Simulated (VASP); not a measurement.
**Ti2CN under changes of volume**

One of the cells (10.029 Å³/atom); the others are scaled copies at fixed shape and fractional positions:

```
Ti N C
1.0
     1.52365    0.87968    4.98835
    -1.52365    0.87968    4.98835
     0.00000   -1.75936    4.98835
Ti N C
2 1 1
Direct
  0.25077 0.25077 0.25077
  0.74923 0.74923 0.74923
  0.50000 0.50000 0.50000
  0.00000 0.00000 0.00000
```

The cell comes from a database or a generator and needn't be the stable form of this composition.

- Program: VASP 6.6.1
- Functional: PBEsol
- Potentials or basis: VASP PAW PBE potentials, release 64 (Ti_sv, N, C)
- Cutoff: 520 eV
- k mesh: 10 × 10 × 10
- Occupations: fermi-dirac, width 0.05 eV
- Spin: no spin polarisation

| volume (Å³/atom) | energy over the lowest point (meV/atom) | pressure (GPa) | largest force (eV/Å) |
| --- | --- | --- | --- |
| 9.242 | ? | ? | ? |
| 9.439 | 2.57 | 5.1 | 0.185 |
| 9.636 | 0.00 | -0.9 | 0.142 |
| 10.029 | 15.19 | -11.2 | 0.063 |
| 10.226 | 31.62 | -15.7 | 0.026 |
| 10.422 | 53.17 | -19.6 | 0.008 |

Problem. What does the run at 9.242 Å³/atom give?

Solution. Energy over the lowest point 12.93 meV/atom; pressure 11.7 GPa; largest force 0.231 eV/Å.

Worked out: A Birch-Murnaghan fit of order 3 (a polynomial in V^(-2/3)) to the other rows has its minimum at 9.61 Å³/atom with B0 = V·E''(V) = 282 GPa and B' = 4.0 at fixed shape and positions, which overstates the stiffness. It gives 12.88 meV/atom at 9.242 Å³/atom, against the run's 12.93, and -dE/dV = 11.8 GPa, against 11.7.

Energies are extrapolated to zero smearing.

Caveats: the PAW data sets were made with another functional, which shifts forces and pressure a little.
